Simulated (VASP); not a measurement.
# Mg6ZnB (Amm2) in VASP: reference runs, part 2 of 2

VASP 6.6.1. The steps go on from the part before.

### Step 3. Single point, PBE (atoms moved at random, drawn with an rms of 0.05 Å)

Input file INCAR:

```
SYSTEM = Mg6ZnB
ALGO = Normal ; EDIFF = 1E-7
ENCUT = 520 ; GGA = PE
ISIF = 2 ; ISMEAR = -1
LASPH = .True. ; LCHARG = .False.
LREAL = .False. ; LWAVE = .False.
NBANDS = 24 ; NELM = 60
PREC = Accurate ; SIGMA = 0.05
```

Input file KPOINTS:

```
k-points
0
Gamma
  7 5 5
  0 0 0
```

Input file POSCAR:

```
Mg6ZnB
1.0
    3.8855970000      0.0000000000      0.0000000000
    0.0000000000      4.0472470000      4.8849430000
    0.0000000000     -4.0472470000      4.8849430000
Zn Mg B
1 6 1
Direct
    0.5060420000      0.4289630000      0.4382790000
    0.0008740000      0.6385960000      0.6362930000
    0.0045030000      0.1456710000      0.6260540000
   -0.0018870000      0.6189740000      0.1543590000
    0.5066590000      0.8711810000      0.8708450000
    0.5064720000      0.3130010000      0.9506820000
    0.4982830000      0.9492430000      0.3067180000
   -0.0057940000      0.0190550000      0.0201540000
```

Potentials or basis: VASP PAW PBE potentials, release 64 (Zn, Mg, B).

Run with:

```
cat potpaw_PBE.64/Zn/POTCAR potpaw_PBE.64/Mg/POTCAR potpaw_PBE.64/B/POTCAR > POTCAR
mpirun -np 1 vasp_std > vasp.out
```

OUTCAR:

```text
SYSTEM = Mg6ZnB
   EDIFF = 1E-7
   ENCUT = 520
   GGA = PE
   ISIF = 2
   ISMEAR = -1
   LASPH = .True.
   LREAL = .False.
   NELM = 60
   PREC = Accurate

 ion  position               nearest neighbor table
   1  0.506  0.429  0.438-   4 2.75   3 2.76   3 2.77   2 2.77   4 2.79   2 2.80   6 3.20   7 3.25
                             7 3.30   6 3.31
   2  0.001  0.639  0.636-   1 2.77   1 2.80   5 2.98   5 3.01   4 3.08   3 3.14   3 3.21   6 3.23
                             7 3.23   7 3.25   6 3.25   4 3.27
   3  0.005  0.146  0.626-   8 2.48   1 2.76   1 2.77   5 2.86   5 2.87   2 3.14   6 3.15   6 3.16
                             2 3.21   7 3.21   7 3.23
   4  0.998  0.619  0.154-   8 2.52   1 2.75   1 2.79   5 2.89   5 2.94   2 3.08   7 3.14   7 3.14
                             6 3.17   6 3.20   2 3.27
   5  0.507  0.871  0.871-   8 2.39   8 2.46   3 2.86   3 2.87   4 2.89   7 2.90   4 2.94   6 2.94
                             2 2.98   2 3.01   6 3.48   7 3.52
   6  0.506  0.313  0.951-   8 2.64   8 2.71   7 2.91   5 2.94   3 3.15   3 3.16   4 3.17   1 3.20
                             4 3.20   2 3.23   2 3.25   1 3.31   5 3.48
   7  0.498  0.949  0.307-   8 2.63   8 2.65   5 2.90   6 2.91   4 3.14   4 3.14   3 3.21   2 3.23
                             3 3.23   2 3.25   1 3.25   1 3.30   5 3.52
   8  0.994  0.019  0.020-   5 2.39   5 2.46   3 2.48   4 2.52   7 2.63   6 2.64   7 2.65   6 2.71

  LATTYP: Found a base centered orthorhombic cell.
 ALAT       =     8.0944940000
 B/A-ratio  =     1.2069792133
 C/A-ratio  =     0.4800296350

  Lattice vectors:

 A1 = (   0.0000000000,   4.0472470000,  -4.8849430000)
 A2 = (   0.0000000000,   4.0472470000,   4.8849430000)
 A3 = (   3.8855970000,   0.0000000000,   0.0000000000)

Analysis of symmetry for initial positions (statically):
=====================================================================
 Subroutine PRICEL returns:
 Original cell was already a primitive cell.

 Routine SETGRP: Setting up the symmetry group for a
 base centered orthorhombic supercell.

 Subroutine GETGRP returns: Found  1 space group operations
 (whereof  1 operations were pure point group operations)
 out of a pool of  8 trial point group operations.

The static configuration has the point symmetry C_1 .

Analysis of symmetry for dynamics (positions and initial velocities):
=====================================================================
 Subroutine PRICEL returns:
 Original cell was already a primitive cell.

 Routine SETGRP: Setting up the symmetry group for a
 base centered orthorhombic supercell.

 Subroutine GETGRP returns: Found  1 space group operations
 (whereof  1 operations were pure point group operations)
 out of a pool of  8 trial point group operations.

The dynamic configuration has the point symmetry C_1 .

 Subroutine INISYM returns: Found  1 space group operations
 (whereof  1 operations are pure point group operations),
 and found     1 'primitive' translations

----------------------------------------------------------------------------------------

                                     Primitive cell

  volume of cell :     153.6409

  direct lattice vectors                    reciprocal lattice vectors
     3.885597000  0.000000000  0.000000000     0.257360709  0.000000000  0.000000000
     0.000000000  4.047247000  4.884943000     0.000000000  0.123540767  0.102355340
     0.000000000 -4.047247000  4.884943000     0.000000000 -0.123540767  0.102355340

  length of vectors
[... 73 lines left out ...]
 -0.142857  0.000000 -0.400000      2.000000
 -0.142857 -0.000000  0.400000      2.000000
 [... further k-points ...]
   k-points           NKPTS =     88   k-points in BZ     NKDIM =     88   number of bands    NBANDS=     24
   number of dos      NEDOS =    301   number of ions     NIONS =      8
   total plane-waves  NPLWV =  69120
   dimension x,y,z NGX =    30 NGY =   48 NGZ =   48
   dimension x,y,z NGXF=    60 NGYF=   96 NGZF=   96
   ions per type =               1   6   1
   NGX,Y,Z   is equivalent  to a cutoff of  12.84, 12.58, 12.58 a.u.
   NGXF,Y,Z  is equivalent  to a cutoff of  25.67, 25.16, 25.16 a.u.
 SYSTEM =  Mg6ZnB
   PREC   = accura    normal or accurate (medium, high low for compatibility)
   ISTART =      0    job   : 0-new  1-cont  2-samecut
   ICHARG =      2    charge: 1-file 2-atom 10-const
   ISPIN  =      1    spin polarized calculation?
   LNONCOLLINEAR =      F non collinear calculations
   LSORBIT =      F    spin-orbit coupling
   LASPH  =      T    aspherical Exc in radial PAW
   ENCUT  =  520.0 eV  38.22 Ry    6.18 a.u.   7.22 11.80 11.80*2*pi/ulx,y,z
   NELM   =     60;   NELMIN=  2; NELMDL= -5     # of ELM steps
   EDIFF  = 0.1E-06   stopping-criterion for ELM
   LREAL  =      F    real-space projection
   EDIFFG = 0.1E-05   stopping-criterion for IOM
   NSW    =      0    number of steps for IOM
   IBRION =     -1    ionic relax: 0-MD 1-quasi-New 2-CG
   NFREE  =      0    steps in history (QN), initial steepest desc. (CG)
   ISIF   =      2    stress and relaxation
   ISYM   =      2    0-nonsym 1-usesym 2-fastsym
   POTIM  = 0.5000    time-step for ionic-motion
   TEBEG  =    0.0;   TEEND  =   0.0 temperature during run
   PSTRESS=    0.0 pullay stress
   NELECT =      27.0000    total number of electrons
   NUPDOWN=      -1.0000    fix difference up-down
   EMIN   =  10.00;   EMAX   =-10.00  energy-range for DOS
   EFERMI =   0.00;   METHOD = LEGACY
   ISMEAR =    -1;   SIGMA  =   0.05  broadening in eV -4-tet -1-fermi 0-gaus
   EFERMI_NEDOS =   21; number of points for ismear=-14 and -15
   IALGO  =     38    algorithm
   IMIX   =      4    mixing-type and parameters
     AMIX     =   0.40;   BMIX     =  1.00
     AMIX_MAG =   1.60;   BMIX_MAG =  1.00
  volume/ion in A,a.u.               =      19.21       129.60
  Fermi-wavevector in a.u.,A,eV,Ry     =   0.916981  1.732843 11.440520  0.840855
  Thomas-Fermi vector in A             =   2.041898
   LORBIT       =      0    0 simple, 1 ext, 2 COOP (PROOUT), +10 PAW based schemes
   GGA     = PE    functional components
   LHFCALC =     F    Hartree Fock is set to
   AEXX    =    0.0000 exact exchange contribution
   IVDW    =     0    specifies the selected vdW correction
   LEPSILON=     F    determine dielectric tensor
   LRPA    =     F    only Hartree local field effects (RPA)
 non-spin polarized calculation
  energy-cutoff  :      520.00
  volume of cell :      153.64
 maximum number of plane-waves:      4157
 NGX is ok and might be reduce to    30
   NGX = 15   NGY = 23   NGZ = 23

 number of electron      26.9999998 magnetization

 Free energy of the ion-electron system (eV)
  ---------------------------------------------------
  ext. energy  EPLUGINS =         0.00000000
  ---------------------------------------------------
  free energy    TOTEN  =       -15.39249049 eV

  energy without entropy =      -15.36552324  energy(sigma->0) =      -15.37900687

 E-fermi :   2.8354     XC(G=0):  -9.0813

 val. band max:        2.8192458051   @ k =   0.0000  -0.4000   0.4000
 cond. band min:       2.8409543957   @ k =   0.0000   0.0000   0.0000
 fundamental gap:      0.0217085906
 Fermi energy:         2.8354027928

 k-point     1 :       0.0000    0.0000    0.0000
  band No.  band energies     occupation
      1      -5.3941      2.00000
      2      -4.5766      2.00000
      3      -4.4982      2.00000
      4      -4.4598      2.00000
      5      -4.4531      2.00000
      6      -4.4443      2.00000
[... 637 lines left out ...]
     23       8.3339      0.00000
     24       8.9788      0.00000

 [... further k-points ...]
[... 5 lines left out ...]
  --------------------------------------------------------------------------------------
  -------------------------------------------------------------------------------------
  Total       -0.6583082      0.8558264      0.3862034      0.0360568     -0.1035536      0.1787085
  in kB       -6.8648794      8.9246111      4.0273527      0.3760023     -1.0798635      1.8635829
  external PRESSURE =       2.0290282 kB  Pullay stress =       0.0000000 kB

 VOLUME and BASIS-vectors are now :
 -----------------------------------------------------------------------------
  energy-cutoff  :      520.00
  volume of cell :      153.64
      direct lattice vectors                 reciprocal lattice vectors
     3.885597000  0.000000000  0.000000000     0.257360709  0.000000000  0.000000000
     0.000000000  4.047247000  4.884943000     0.000000000  0.123540767  0.102355340
     0.000000000 -4.047247000  4.884943000     0.000000000 -0.123540767  0.102355340

 POSITION                                       TOTAL-FORCE (eV/Angst)
 -----------------------------------------------------------------------------------
      1.96628     -0.03770      4.23643        -0.088159      0.023956     -0.149617
      0.00340      0.00932      6.22776         0.055814     -0.052273      0.046027
      0.01750     -1.94423      3.76983         0.000731      0.283371      0.018898
      3.87826      1.88041      3.77769         0.099075     -0.070300     -0.020825
      1.96867      0.00136      8.50970        -0.222313     -0.079677     -0.045136
      1.96795     -2.58085      6.17302        -0.046976     -0.103602     -0.013759
      1.93613      2.60046      6.13530         0.000990      0.049006      0.126478
      3.86308     -0.00445      0.19153         0.200838     -0.050481      0.037935
 -----------------------------------------------------------------------------------
    total drift:                                0.001280      0.000220     -0.000634

  FREE ENERGIE OF THE ION-ELECTRON SYSTEM (eV)
  ---------------------------------------------------
  free  energy   TOTEN  =       -15.3924904869 eV

  energy  without entropy=      -15.3655232441  energy(sigma->0) =      -15.37900687
```

Wall time 6.3 min (1 thread of Intel Xeon Platinum 8488C (Sapphire Rapids), shared host); peak memory 0.46 GiB.

Results:

* Free energy: -15.3925 eV
* Pressure: 0.2 GPa
* Largest force: 0.284 eV/Å
* Band gap on the k mesh: none (metal or under the smearing width)

Forces on the atoms (eV/Å):
```
Zn  -0.088  0.024 -0.150
Mg   0.056 -0.052  0.046
Mg   0.001  0.283  0.019
Mg   0.099 -0.070 -0.021
Mg  -0.222 -0.080 -0.045
Mg  -0.047 -0.104 -0.014
Mg   0.001  0.049  0.126
B    0.201 -0.050  0.038
```

Levels at points of the mesh, in eV from the Fermi level:
```
           k point  band 10  band 11  band 12  band 13  band 14  band 15  band 16  band 17
(0.00, 0.00, 0.00)    -2.95    -1.81    -1.51    -0.16     0.01     1.53     2.51     2.61
```
